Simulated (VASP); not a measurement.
Method: PBEsol GGA, VASP's PBE PAW potentials (set 64) (plane waves; VASP).

VASP input:

File KPOINTS:
```
kpoints
0
Gamma
5 5 8
```

### POSCAR
```
TiO2
1.0
  4.5922675200   0.0000000000   0.0000000000
  0.0000000000   4.5922675200   0.0000000000
  0.0000000000   0.0000000000   2.9415282735
Ti O
2 4
Cartesian
  0.0000000000   0.0000000000   0.0000000000
  2.2961337600   2.2961337600   1.4707641367
  1.3975215818   1.3975215818   0.0000000000
  3.6936553418   0.8986121782   1.4707641367
  0.8986121782   3.6936553418   1.4707641367
  3.1947459382   3.1947459382   0.0000000000
```

INCAR:
```
SYSTEM = TiO2
PREC = Accurate
ENCUT = 620
EDIFF = 1E-6
NELM = 100
ALGO = Normal
LREAL = .FALSE.
LASPH = .TRUE.
ISMEAR = 0
SIGMA = 0.05
GGA = PS
LMAXMIX = 4
LWAVE = .FALSE.
LCHARG = .FALSE.
IBRION = 2
ISIF = 3
NSW = 40
EDIFFG = -0.02
```

POTCAR, in this order: Ti_sv O (PBE.64 set). Program: vasp_std.

The resulting files:

File OSZICAR:
```
       N       E                     dE             d eps       ncg     rms          rms(c)
DAV:   1     0.729748249036E+03    0.72975E+03   -0.27811E+04  1680   0.230E+03
DAV:   2     0.675916577222E+02   -0.66216E+03   -0.64070E+03  1732   0.624E+02
DAV:   3    -0.664092542896E+02   -0.13400E+03   -0.12992E+03  2668   0.232E+02
DAV:   4    -0.723671984387E+02   -0.59579E+01   -0.59494E+01  2288   0.538E+01
DAV:   5    -0.725923091931E+02   -0.22511E+00   -0.22504E+00  2432   0.884E+00    0.326E+01
DAV:   6    -0.566249869741E+02    0.15967E+02   -0.11025E+02  2028   0.103E+02    0.121E+01
DAV:   7    -0.562482955559E+02    0.37669E+00   -0.15755E+01  2084   0.317E+01    0.807E+00
DAV:   8    -0.563260594104E+02   -0.77764E-01   -0.45054E+00  2112   0.199E+01    0.451E+00
DAV:   9    -0.561093178722E+02    0.21674E+00   -0.22865E+00  2164   0.136E+01    0.141E+00
DAV:  10    -0.561089722628E+02    0.34561E-03   -0.15202E-01  2140   0.308E+00    0.230E-01
DAV:  11    -0.561089115957E+02    0.60667E-04   -0.93708E-03  2068   0.702E-01    0.858E-02
DAV:  12    -0.561089598521E+02   -0.48256E-04   -0.80974E-04  2288   0.209E-01    0.634E-02
DAV:  13    -0.561089263895E+02    0.33463E-04   -0.19901E-04  2252   0.108E-01    0.884E-03
DAV:  14    -0.561089272097E+02   -0.82020E-06   -0.96610E-06  1912   0.249E-02
   1 F= -.56108927E+02 E0= -.56108927E+02  d E =-.561089E+02
```

File OUTCAR:
```
------------------------ aborting loop because EDIFF is reached ----------------------------------------
  FORCE on cell =-STRESS in cart. coord.  units (eV):
  Direction    XX          YY          ZZ          XY          YZ          ZX
  --------------------------------------------------------------------------------------
  Total       -0.0022155     -0.0022155     -0.0008497     -0.0000000      0.0000000      0.0000000
  in kB       -0.0572207     -0.0572207     -0.0219445     -0.0000000      0.0000000      0.0000000
  external PRESSURE =      -0.0454619 kB  Pullay stress =       0.0000000 kB
  volume of cell :       62.03
      direct lattice vectors                 reciprocal lattice vectors
     4.592267520  0.000000000  0.000000000     0.217757349  0.000000000  0.000000000
     0.000000000  4.592267520  0.000000000     0.000000000  0.217757349  0.000000000
     0.000000000  0.000000000  2.941528273     0.000000000  0.000000000  0.339959336
 POSITION                                       TOTAL-FORCE (eV/Angst)
 -----------------------------------------------------------------------------------
      0.00000      0.00000      0.00000         0.000000      0.000000      0.000000
      2.29613      2.29613      1.47076         0.000000      0.000000      0.000000
      1.39752      1.39752      0.00000         0.000243      0.000243      0.000000
      3.69366      0.89861      1.47076         0.000243     -0.000243     -0.000000
      0.89861      3.69366      1.47076        -0.000243      0.000243      0.000000
      3.19475      3.19475      0.00000        -0.000243     -0.000243     -0.000000
 -----------------------------------------------------------------------------------
    total drift:                                0.000000      0.000000     -0.000000
  FREE ENERGIE OF THE ION-ELECTRON SYSTEM (eV)
  ---------------------------------------------------
  free  energy   TOTEN  =       -56.1089272097 eV

  energy  without entropy=      -56.1089272097  energy(sigma->0) =      -56.10892721

 reached required accuracy - stopping structural energy minimisation
```
(Selected blocks of OUTCAR.)

The compound is TiO2 in the rutile structure. It was relaxed first.
